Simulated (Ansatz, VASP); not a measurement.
## Cross-check of Pt (ladder Pt chain) between VASP and Ansatz

Wanted: the spread between two codes on one cell, functional and k mesh. The cell is taken from a series of runs on this material, whose earlier steps may have relaxed, scaled, displaced or heated it; both programs get it as it stands.

Program: Ansatz 0.2.0. Level of theory: plane waves, with VASP 6.6.1 beside it; single point at r2SCAN. Results are calculated unless marked as measured.

## (1) Starting point

The cell holds 2 atoms: 2 Pt. Its edges and angles: a = 9.000 Å, b = 7.500 Å, c = 2.463 Å, α = 90.0°, β = 90.0°, γ = 90.0°. Vacuum lies along a and b. The structure's axis is c.

## (2) Ansatz: single point, r2SCAN

Ansatz runs on its default PAW (the set named soft_2) files.

With cell and atoms fixed, the geometry can't cause a difference; cores, projectors, grids and the points listed under the comparison can.

Input file input.yaml:

```yaml
crystal:
  lattice:
    - [9.0, 0.0, 0.0]
    - [0.0, 7.5, 0.0]
    - [0.0, 0.0, 2.4626192791]
  atoms:
    - { symbol: Pt, position: [0.372004585, 0.5, 0.0], spin: -0.11 }
    - { symbol: Pt, position: [0.627995415, 0.5, 0.5], spin: -0.11 }
magnetization:
  spin_polarized: true
kpoints:
  mp_grid: { grid: [1, 1, 33] }
  band_path: { path: ["Γ", Z], npoints: 60 }
scf:
  occupations: { method: fermi_dirac, width: 0.05 }
hamiltonian:
  xc: r2scan
output:
  transmission:
    e_range: [-0.7, 0.7]
    de: 0.035
    kmesh: [1, 1]
    reduced_basis: true
    leads: [[0, 0]]
  dos: { projected: true, e_range: [-6, 4] }
```

Launch:

```
$ ansatz run input.yaml --threads 4 --pin off --max-ram 8192MiB --backend cpu --events-out ev --progress --plain --runs-dir out
```

Numbers of over 12 decimals in the logs are rounded to 6 here.

Log:

```text
Engine: ansatz 0.2.0, aarch64-unknown-linux-gnu
Pseudopotentials: kind: paw
Pseudopotential: Pt, paw, valence charge 18, recommended cutoff 500 eV (meta_gga), Pt.paw.azcp
Functional definition: r2SCAN
  parameter k0 = 0.174
  parameter k1 = 0.065
  parameter a1 = 4.9479
  exchange = r2scan_x(k0 = k0, k1 = k1, a1 = a1)
  correlation = r2scan_c
Crystal: 2 atoms, lattice volume = 166.227 Å³
Basis set: ecut = 500 eV, 4243 PW (Γ), exchange–correlation on 288×240×72 points (64 copies of the dense FFT grid, shifted against one another)
Bands: 23, of which v1, the nominal top of the filled ones, is band 18 counted from 1 (17 counted from 0)
Symmetry: 8 space group operations
Space group: Pmma (ITA 51), of the structure as read, at distance tolerance 5.5e-5 Å
Magnetic group: BNS 51.289 (UNI 387), of the structure as read, at distance tolerance 5.5e-5 Å
k-points: 17 of 33
Non-local potential: Pt, projectors of the file, l = 0: 3, l = 1: 2, l = 2: 2, l = 3: 1
PAW form: soft (Blöchl's): semilocal exchange-correlation on the pseudo side does not see the compensation charge
PAW frozen core: Pt, regenerated for the run's functional (the file was generated under x = pbe(κ = 0.804, μ = 0.219515), c = pbe(β = 0.066725))
PAW one-centre angular grid: Pt, 590 points (default); XC on 160 Gauss nodes
Initial density: superposition of atomic densities (neutral atoms: chi_scale 0, normalization atom)
Starting moments: Σ|m| = 0.22 μB on 2 of 2 sites
Initial wavefunctions: pseudopotential atomic-orbital guess
Functional: x = r2scan, c = r2scan; τ floored in thin density (d = 2e-4 eV/Å³)
SCF iter   1: F=—  HF=-25069.177713 eV  |F-HF|=—  |Δ(HF+E_count)|=         —  Δρ=1.46e-2 (↑1.46e-2 ↓1.35e-2)  dr2=1.26e0  dr2_τ=1.18e-2  dr2_m=1.26e-3  M=-0.204 μB ∫|m|=0.205 μB  β_m=1.00  ethr=3.10e-3  ⟨swp⟩=6.1  Hψ=3653  notcnv=0
Mixer restart at iter 1: flushing history
preconditioner: auto → LDOS  [metal: Δε(μ)=0.021 eV  Ē_g=6.964 eV  σ=0.050 eV  W_gap=0.11  n_scr=22 (ndim 8)  ℏωp=12.9 eV  f_vac=0.647  D(μ)=4.17/eV (n_scr^D=22)]
spin=Collinear: LDOS preconditioning applied to the charge; magnetization (m = ρ↑ − ρ↓) channel mixes plain (no charge-response kernel on spin).
SCF iter   2: F=—  HF=-25069.101751 eV  |F-HF|=—  |Δ(HF+E_count)|=   7.60e-2  Δρ=9.34e-3 (↑9.34e-3 ↓9.06e-3)  dr2=3.66e-1  dr2_τ=5.67e-3  dr2_m=1.37e-4  M=-0.221 μB ∫|m|=0.222 μB  β_m=1.00  ethr=3.10e-3  ⟨swp⟩=2.6  Hψ=1428  notcnv=0  defer=8  κ⁻¹=1.0e0(r=1)
SCF iter   3: F=—  HF=-25069.227474 eV  |F-HF|=—  |Δ(HF+E_count)|=   1.26e-1  Δρ=4.47e-3 (↑4.43e-3 ↓4.47e-3)  dr2=6.10e-2  dr2_τ=1.13e-3  dr2_m=5.62e-5  M=-0.256 μB ∫|m|=0.258 μB  β_m=1.00  ethr=1.02e-3  ⟨swp⟩=2.6  Hψ=1268  notcnv=0  defer=8  κ⁻¹=7.6e-2(r=2)
SCF iter   4: F=—  HF=-25069.302413 eV  |F-HF|=—  |Δ(HF+E_count)|=         —  Δρ=1.97e-3 (↑1.97e-3 ↓1.91e-3)  dr2=9.44e-3  dr2_τ=2.55e-4  dr2_m=4.96e-4  M=-0.329 μB ∫|m|=0.330 μB  β_m=1.00  ethr=1.70e-4  ⟨swp⟩=2.4  Hψ=1384  notcnv=0  defer=8
Mixer restart at iter 4: flushing history
SCF iter   5: F=—  HF=-25069.316309 eV  |F-HF|=—  |Δ(HF+E_count)|=   1.39e-2  Δρ=1.58e-3 (↑1.58e-3 ↓1.39e-3)  dr2=5.43e-3  dr2_τ=1.77e-4  dr2_m=5.51e-4  M=-0.384 μB ∫|m|=0.385 μB  β_m=1.00  ethr=2.62e-5  ⟨swp⟩=2.0  Hψ=1045  notcnv=0  defer=8  κ⁻¹=1.0e0(r=1)
SCF iter   6: F=—  HF=-25069.332617 eV  |F-HF|=—  |Δ(HF+E_count)|=   1.63e-2  Δρ=5.99e-4 (↑5.99e-4 ↓4.27e-4)  dr2=1.10e-3  dr2_τ=2.34e-5  dr2_m=7.13e-5  M=-0.490 μB ∫|m|=0.492 μB  β_m=1.00  ethr=1.51e-5  ⟨swp⟩=2.6  Hψ=1316  notcnv=0  defer=8  κ⁻¹=7.4e-2(r=2)
SCF iter   7: F=—  HF=-25069.334443 eV  |F-HF|=—  |Δ(HF+E_count)|=   1.83e-3  Δρ=2.49e-4 (↑1.95e-4 ↓2.49e-4)  dr2=1.23e-4  dr2_τ=7.17e-6  dr2_m=4.54e-5  M=-0.520 μB ∫|m|=0.524 μB  β_m=1.00  ethr=3.06e-6  ⟨swp⟩=2.5  Hψ=1441  notcnv=0  defer=8  κ⁻¹=6.5e-3(r=3)
SCF iter   8: F=—  HF=-25069.334745 eV  |F-HF|=—  |Δ(HF+E_count)|=   3.02e-4  Δρ=2.67e-4 (↑2.67e-4 ↓2.56e-4)  dr2=2.23e-5  dr2_τ=1.36e-5  dr2_m=9.74e-5  M=-0.495 μB ∫|m|=0.499 μB  β_m=1.00  ethr=3.41e-7  ⟨swp⟩=2.0  Hψ=1412  notcnv=0  defer=8  κ⁻¹=4.3e-3(r=4)
[...]
SCF iter  13: F=—  HF=-25069.334942 eV  |F-HF|=—  |Δ(HF+E_count)|=   8.49e-6  Δρ=5.54e-5 (↑5.52e-5 ↓5.54e-5)  dr2=7.92e-7  dr2_τ=5.43e-7  dr2_m=4.19e-6  M=-0.425 μB ∫|m|=0.429 μB  β_m=1.00  ethr=2.07e-9  ⟨swp⟩=2.0  Hψ=1380  notcnv=0  defer=8  κ⁻¹=2.5e-6(r=8)
SCF iter  14: F=—  HF=-25069.334978 eV  |F-HF|=—  |Δ(HF+E_count)|=   3.60e-5  Δρ=2.55e-5 (↑1.85e-5 ↓2.55e-5)  dr2=2.42e-7  dr2_τ=5.76e-8  dr2_m=6.04e-7  M=-0.448 μB ∫|m|=0.452 μB  β_m=1.00  ethr=2.07e-9  ⟨swp⟩=3.7  Hψ=2270  notcnv=0  defer=8  κ⁻¹=1.2e-6(r=8)
SCF iter  15: F=—  HF=-25069.334974 eV  |F-HF|=—  |Δ(HF+E_count)|=   4.19e-6  Δρ=2.22e-5 (↑2.22e-5 ↓1.50e-5)  dr2=8.68e-8  dr2_τ=5.31e-8  dr2_m=5.11e-7  M=-0.456 μB ∫|m|=0.460 μB  β_m=1.00  ethr=6.73e-10  ⟨swp⟩=3.0  Hψ=1726  notcnv=0  defer=8  κ⁻¹=7.8e-6(r=8)
SCF iter  16: F=—  HF=-25069.334979 eV  |F-HF|=—  |Δ(HF+E_count)|=   5.14e-6  Δρ=4.95e-6 (↑4.95e-6 ↓4.44e-6)  dr2=4.67e-8  dr2_τ=1.51e-9  dr2_m=7.53e-9  M=-0.450 μB ∫|m|=0.454 μB  β_m=1.00  ethr=2.41e-10  ⟨swp⟩=3.1  Hψ=1948  notcnv=0  defer=8  κ⁻¹=6.2e-6(r=8)
SCF iter  17: F=—  HF=-25069.334979 eV  |F-HF|=—  |Δ(HF+E_count)|=   7.55e-8  Δρ=1.25e-6 (↑1.25e-6 ↓1.08e-6)  dr2=1.76e-9  dr2_τ=1.55e-10  dr2_m=1.10e-9  M=-0.447 μB ∫|m|=0.451 μB  β_m=1.00  ethr=1.30e-10  ⟨swp⟩=3.1  Hψ=1740  notcnv=0  defer=8  κ⁻¹=6.7e-6(r=8)
SCF iter  18: F=—  HF=-25069.334979 eV  |F-HF|=—  |Δ(HF+E_count)|=   2.10e-9  Δρ=2.23e-6 (↑1.68e-6 ↓2.23e-6)  dr2=9.86e-10  dr2_τ=5.62e-10  dr2_m=5.19e-9  M=-0.448 μB ∫|m|=0.451 μB  β_m=1.00  ethr=4.90e-12  ⟨swp⟩=3.1  Hψ=1678  notcnv=0  defer=8  κ⁻¹=9.8e-6(r=8)
SCF iter  19: F=—  HF=-25069.334979 eV  |F-HF|=—  |Δ(HF+E_count)|=   4.25e-8  Δρ=6.84e-7 (↑5.68e-7 ↓6.84e-7)  dr2=1.88e-10  dr2_τ=6.02e-11  dr2_m=4.95e-10  M=-0.448 μB ∫|m|=0.452 μB  β_m=1.00  ethr=2.74e-12  ⟨swp⟩=3.6  Hψ=2075  notcnv=0  defer=8  κ⁻¹=1.8e-5(r=8)
SCF iter  20: F=—  HF=-25069.334979 eV  |F-HF|=—  |Δ(HF+E_count)|=   3.32e-9  Δρ=6.41e-7 (↑5.10e-7 ↓6.41e-7)  dr2=1.89e-10  dr2_τ=5.94e-11  dr2_m=4.30e-10  M=-0.448 μB ∫|m|=0.452 μB  β_m=1.00  ethr=1.00e-12  ⟨swp⟩=2.5  Hψ=2579  notcnv=0  κ⁻¹=1.4e-6(r=8)
SCF iter  21: F=—  HF=-25069.334979 eV  |F-HF|=—  |Δ(HF+E_count)|=  7.89e-10  Δρ=4.37e-7 (↑3.51e-7 ↓4.37e-7)  dr2=3.30e-11  dr2_τ=2.84e-11  dr2_m=2.26e-10  M=-0.448 μB ∫|m|=0.452 μB  β_m=1.00  ethr=1.00e-12  ⟨swp⟩=2.8  Hψ=1862  notcnv=0  κ⁻¹=2.4e-7(r=8)
SCF iter  22: F=-25069.334979 eV  HF=-25069.334979 eV  |F-HF|=7.28e-11  |Δ(HF+E_count)|=  5.35e-10  Δρ=1.68e-7 (↑1.51e-7 ↓1.68e-7)  dr2=3.70e-12  dr2_τ=4.83e-12  dr2_m=3.66e-11  M=-0.448 μB ∫|m|=0.452 μB  ethr=1.00e-12  ⟨swp⟩=2.9  Hψ=1662  notcnv=0
SCF 1 converged in 22 iterations: F = -25069.334979 eV  dr2 = 3.70e-12
  greatest PAW one-centre occupation: 1.000 electrons in one spin orbital (limit 2), on the Pt atom at site 1 (counted from 0), in its partial waves of l = 0
transmission: 8 of 48 steps passed
transmission: 12 of 48 steps passed
[...]
transmission: 48 of 48 steps passed
this state was not tested for a lower state beside it, because the mixer in use, unlike msr1, does not test its closes by its own steps (another_mixer; see scf.mixing.algorithm and scf.lower_state_search)
NSCF: frozen V_eff on 61 k-points
SCF converged after 22 iterations
Magnetization: -0.4482 μB (17.7759 up, 18.2241 down)
Absolute magnetization: 0.4520 μB (∫|ρ↑−ρ↓|, with the PAW one-centre terms)
Spin contamination: 0.0033 ħ² per cell (⟨S²⟩ above its minimum at these occupations)
Per-site moments (μB) at R_I (Å): [(-0.154627, 1.015830), (-0.154627, 1.015830)]
Free energy (F): -25069.334979 eV
Harris-Foulkes:  -25069.334979 eV  (|F-HF|=7.28e-11)
Internal energy: -25069.306878 eV  (E = F + TS)
E sigma→0 (E₀):  -25069.320928 eV
Entropy (-TS):   -0.028101 eV (-14.050 meV/atom)
Fermi energy:    -0.693960 eV
--- Per-component energies (eV) ---
  E_band       = -1108.597012
  E_kinetic    = 1275.073748
  E_local      = -11939.938990  (includes V_loc(G=0)·N_el)
  E_nonlocal   = 407.221143
  E_hartree    = 5187.451490
  E_xc         = -496.052171
  E_vxc        = -670.464749  (∫ρ·V_xc dr)
  E_paw        = -18961.811658  (= ΣΔE_a)
  E_vpaw       = -599.508190  (= ΣTr[D̂ρ^β])
  E_aug_tail   = 0.000304  (compensation charges beyond the density's cutoff)
  E_vtau       = 44.116676  (kinetic-family band-sum trace: ∫τ·v_τ [+ j·A + Jᵃ·Aᵃ] dr)
  E_ewald      = -540.787756
  E_core_change = -0.462989  (= ΣΔE_core)
  E_smearing   = -0.028101  (= −TS)
  E_closure    = -0.000000  (closes the sum)
  Σ components = -25069.334979   (vs F -25069.334979, Δ=0.00e0)
--- Band table (eV; the first three rows and the last of 34) ---
  k-point 0 ↑: bands = [... 14 lower, -1.6493, -1.5490, -0.6328, -0.2689, 0.0844, 0.4763, 2.2532, 2.2872, ... 1 higher]
  k-point 1 ↑: bands = [... 14 lower, -1.7384, -1.5555, -0.5414, -0.3147, -0.0108, 0.3593, 2.3434, 2.4016, ... 1 higher]
  k-point 2 ↑: bands = [... 14 lower, -1.8085, -1.5791, -0.4410, -0.3336, -0.2580, 0.0757, 2.5778, 2.6803, ... 1 higher]
  k-point 16 ↓: bands = [... 14 lower, -1.4786, -1.4021, -0.8155, -0.7886, 3.8888, 4.4324, 7.6172, 7.9027, ... 1 higher]
--- Transmission ---
  basis      : 711 plane waves across, 4 finite elements along
  points     : 1, standing for a mesh of 1 x 1
  filling    : by the input's occupations and mesh, since the crystals that have channels conduct as metals do. If one of these is a semiconductor, that mesh has misplaced its level
  energies   : 41 from -0.700000 to 0.700000 eV about the Fermi level, 0.035000 eV apart; the leads are filled to 0.000000 eV, and channels, transmission and decay are at 0.000000 eV
  crystal 0  : Pt2, at the sites [0, 0], period 2.4626 Å: whole cells are its period
    offset         : up to 0.0000 Å between an atom of the period and one for which it stands
    filled         : 0.1 meV under the level at which it is neutral
    channels       : 6.000000e0 up, 5.000000e0 down
    conductance    : 6.3850e14 S/m² at 300 K; may be off by some 0.0 % by where its bands' edges are placed, 0.0 % from the distance to neutral
```

Reading the cycles: dr2 is the Hartree energy of the density residual (eV), the measure of convergence; HF is the Harris–Foulkes estimate of the energy, which meets the free energy F at convergence.

(Continued in part 2 of 2.)

[Lines on the potential files, build, host, timing and source positions are cut from VASP's logs without a mark.]

[Logs are printed without paths, hosts, clocks, repeated set-up lines and the standing remarks that a program may print on its own settings, such as how far it seeks lower states.]

[Hosts, paths, dates, database ids (printed as entryN), source tags and the programs' standing remarks are cut or masked in the printed files.]
